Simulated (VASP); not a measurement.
Input:

```yaml
crystal:
  lattice:
    - [1.56232, -2.70602, 0.00000]
    - [1.56232, 2.70602, 0.00000]
    - [0.00000, 0.00000, 3.44977]
  atoms:
    - { symbol: Hf, position: [0.00000, 0.00000, 0.00000] }
    - { symbol: B, position: [0.33333, 0.66667, 0.50000] }
    - { symbol: B, position: [0.66667, 0.33333, 0.50000] }
```

All values below come from PBE GGA with D4 dispersion, VASP's PBE PAW potentials (set 64) (plane waves; VASP 6.6.1). Numerical set-up: 520 eV cut-off, 13×13×10 Γ-centred mesh, tetrahedra with Blöchl corrections, potentials Hf_pv B.

The cores are frozen, which limits the accuracy of field gradients.

Task: Give the principal components of the electric field gradient (V/Å²) and the asymmetry η at each nucleus.

Result: 
```json
[
 {"atom": "Hf1", "Vxx": "-38.4", "Vyy": "-38.4", "Vzz": "76.8", "η": "0.00"},
 {"atom": "B2", "Vxx": "-0.7", "Vyy": "-0.7", "Vzz": "1.4", "η": "0.00"},
 {"atom": "B3", "Vxx": "-0.7", "Vyy": "-0.7", "Vzz": "1.4", "η": "0.00"}
]
```

The compound is HfB2 in the AlB2 type structure. It was relaxed first.
